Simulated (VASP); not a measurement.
VASP ran on this input.

**POSCAR**
```
WS2
1
    1.5924350000     0.9193930000     6.4898000000
   -1.5924350000     0.9193930000     6.4898000000
    0.0000000000    -1.8387860000     6.4898000000
W S
1 2
Direct
  0.0006700000   0.0006700000   0.0006700000
  0.4141130000   0.4141130000   0.4141130000
  0.2539200000   0.2539200000   0.2539200000
```

### INCAR
```
ALGO = Normal
EDIFF = 1E-6
ENCUT = 300
GGA = PS
ISIF = 2
ISMEAR = 0
LASPH = .TRUE.
LCHARG = .FALSE.
LMAXMIX = 6
LREAL = .FALSE.
LWAVE = .FALSE.
NELM = 100
PREC = Accurate
SIGMA = 0.01
SYSTEM = WS2
```

KPOINTS:
```
Automatic mesh
0
Gamma
8 8 8
0 0 0
```

POTCAR, in this order: W_sv S (PBE.64 set). Program: vasp_std.

Write an equivalent input for Ansatz.

One equivalent input (not run):
Ansatz 0.2 input:
```yaml
crystal:
  lattice:
    - [1.5924350, 0.9193930, 6.4898000]
    - [-1.5924350, 0.9193930, 6.4898000]
    - [0.0000000, -1.8387860, 6.4898000]
  atoms:
    - { symbol: W, position: [0.0006700, 0.0006700, 0.0006700] }
    - { symbol: S, position: [0.4141130, 0.4141130, 0.4141130] }
    - { symbol: S, position: [0.2539200, 0.2539200, 0.2539200] }
kpoints:
  mp_grid: { grid: [8, 8, 8] }
hamiltonian:
  xc: pbesol
  pseudopotentials: { kind: paw }
scf:
  occupations: { method: gaussian, width: 0.01 }
  max_iter: 100
output: { forces: true, stress: true, eigenvalues: true }
```
What does not carry over: each code has its own PAW files, so the cut-off isn't converted (ENCUT is set for VASP's; basis.ecutwfc is left out, and Ansatz then takes the one that its files recommend); Ansatz stops its SCF on the density residual and VASP on the energy change (EDIFF).

The structure comes from a computed database's WS2 entry; how it stands against other phases isn't given here. The cell was not relaxed at this level.
